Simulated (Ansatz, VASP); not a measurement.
**SiF in VASP and in Ansatz**

```
Si F
1.0
     2.90746    0.00000    0.00000
     0.00000    2.90746    0.00000
     0.00000    0.00000    3.02860
Si F
1 1
Direct
  0.50000 0.50000 0.50000
  0.00000 0.00000 0.00000
```

Change from the starting cell: strain = -0.04.

Alike in both runs: task single point; functional PBE; k mesh 9 × 9 × 9; occupations fermi-dirac, width 0.05 eV; no spin polarisation.

|  | VASP | Ansatz |
| --- | --- | --- |
| version | VASP 6.6.1 | Ansatz 0.2.0 |
| potentials or method | VASP PAW PBE potentials, release 64 (Si, F) | Ansatz PAW |
| plane-wave cutoff (eV) | 520 | 420 |
| valence electrons in the cell | 11 | 11 |

VASP gave:

```
gap on the k mesh at the Fermi level (eV)       : none
pressure (GPa)                                  : 7.2
largest component of the traceless stress (GPa) : 5.41
```

Q: Which values does Ansatz return?

A: gap on the k mesh at the Fermi level (eV): none; pressure (GPa): 7.4; largest component of the traceless stress (GPa): 5.45.

A gap of «none» marks a metal or a gap that the smearing closes. The functional is the same, so the differences come from potentials, cutoffs and numerics.

Caveats: an odd number of electrons without spin polarisation forces a metal; a magnetic or distorted state may lie lower; the pressure holds a Pulay correction of +0.5 GPa for the finite cutoff (Ansatz).
